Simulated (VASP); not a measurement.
These are r2SCAN meta-GGA, VASP's PBE PAW potentials (set 64) (plane waves; VASP) values and carry that method's errors.

A VASP calculation is set up with these files.

File KPOINTS:
```
Automatic
0
Gamma
 13 13 7
0 0 0
```

### POSCAR
```
Y
3.6841910
  0.4999999668  -0.8660254234   0.0000000000
  0.4999999668   0.8660254234   0.0000000000
  0.0000000000   0.0000000000   1.5404321959
Y
2
Direct
  0.3333330000   0.6666670000   0.2500000000
  0.6666670000   0.3333330000   0.7500000000
```

File KPOINTS_OPT:
```
k-points along high-symmetry lines
6
Line-mode
Reciprocal
  0.000000   0.000000   0.000000 ! GAMMA
 -0.000000   0.500000   0.000000 ! M

 -0.000000   0.500000   0.000000 ! M
 -0.333333   0.666667   0.000000 ! K

 -0.333333   0.666667   0.000000 ! K
  0.000000   0.000000   0.000000 ! GAMMA

  0.000000   0.000000   0.000000 ! GAMMA
  0.000000   0.000000   0.500000 ! A

  0.000000   0.000000   0.500000 ! A
 -0.000000   0.500000   0.500000 ! L

 -0.000000   0.500000   0.500000 ! L
 -0.333333   0.666667   0.500000 ! H

 -0.333333   0.666667   0.500000 ! H
  0.000000   0.000000   0.500000 ! A

 -0.000000   0.500000   0.500000 ! L
 -0.000000   0.500000   0.000000 ! M

 -0.333333   0.666667   0.500000 ! H
 -0.333333   0.666667   0.000000 ! K
```

INCAR:
```
SYSTEM  =  Y
PREC  =  Accurate; ENCUT  =  400; LREAL  =  .FALSE.
LASPH  =  .TRUE.
EDIFF  =  1E-7; NELM  =  100; ALGO  =  Normal
LMAXMIX  =  4; LMIXTAU  =  .TRUE.
ISMEAR  =  -5
METAGGA  =  R2SCAN
ISIF  =  2
LWAVE  =  .FALSE.; LCHARG  =  .FALSE.; LORBIT  =  11
NEDOS  =  601
```

POTCAR, in this order: Y_sv (PBE.64 set). Program: vasp_std.

### Question
What will the output report for the number of irreducible k-points (NKPTS), number of bands (NBANDS), largest plane-wave count, number of space-group operations, FFT grid (NGX, NGY, NGZ)?

### Answer

```yaml
number of irreducible k-points (NKPTS): 84
number of bands (NBANDS): 15
largest_plane_wave_count: 1230
number_of_space_group_operations: 24
FFT grid (NGX, NGY, NGZ): 24 × 24 × 40
```

The compound is Y in the hcp structure. It was relaxed first.
